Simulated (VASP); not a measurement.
```
CELL_PARAMETERS angstrom
      2.97134     0.00000     0.00000
     -2.97134     2.97134     0.00000
      0.00000     0.00000    18.16200
ATOMIC_POSITIONS crystal
  Co 0.00000 0.50000 0.44345
  Co 0.00000 0.00000 0.33036
  Co 0.00000 0.50000 0.66964
  Co 0.00000 0.00000 0.55655
  O  0.00000 0.00000 0.44345
  O  0.00000 0.50000 0.33036
  O  0.00000 0.00000 0.66964
  O  0.00000 0.50000 0.55655
```
Starting moments (μB, in the order of the record's atoms Co Co Co Co O O O O): 3.0 3.0 3.0 3.0 0.0 0.0 0.0 0.0.

Method: PBE GGA, VASP's PBE PAW potentials (set 64) (plane waves; VASP 6.6.1). Settings: 400 eV cut-off, 7×7×1 Γ-centred mesh, Gaussian smearing of 0.10 eV, potentials Co O.

The cell holds a wide vacuum, so values per volume refer to the whole cell. The moments were started parallel, and other spin orders were not tried in this run.

Q: Give the spin-up energies of bands 25 to 38 at the high-symmetry points, in eV from the Fermi level.

A: 
```
band      Γ      X      M
----  -----  -----  -----
25    -2.92  -1.98  -2.26
26    -2.66  -1.98  -2.26
27    -2.66  -1.75  -2.20
28    -2.08  -1.75  -2.20
29    -2.08  -1.33  -2.10
30    -2.03  -1.33  -2.10
31    -1.96  -0.21  -2.05
32    -1.96  -0.21  -2.05
33    -1.87   0.11  -2.01
34    -1.82   0.11  -2.01
35    -1.82   0.32  -1.45
36    -1.67   0.32  -1.45
37     0.98   4.87   5.34
38     1.45   4.87   5.34
```

Q: Give the spin-down energies of bands 25 to 38 at the high-symmetry points, in eV from the Fermi level.

A: 
| band | Γ | X | M |
|---|---|---|---|
| 25 | -0.02 | 0.12 | 0.14 |
| 26 | 0.01 | 0.12 | 0.14 |
| 27 | 0.06 | 0.17 | 0.25 |
| 28 | 0.06 | 0.17 | 0.25 |
| 29 | 0.09 | 1.04 | 0.64 |
| 30 | 0.21 | 1.04 | 0.64 |
| 31 | 0.21 | 2.28 | 0.82 |
| 32 | 0.27 | 2.28 | 0.82 |
| 33 | 0.45 | 2.74 | 1.04 |
| 34 | 0.78 | 2.74 | 1.04 |
| 35 | 1.04 | 2.78 | 1.49 |
| 36 | 1.16 | 2.78 | 1.49 |
| 37 | 1.70 | 5.47 | 6.35 |
| 38 | 2.02 | 5.47 | 6.35 |

It has no gap at this level: it comes out as a metal or semimetal.

The cell is a sheet with vacuum, built from a generated structure.
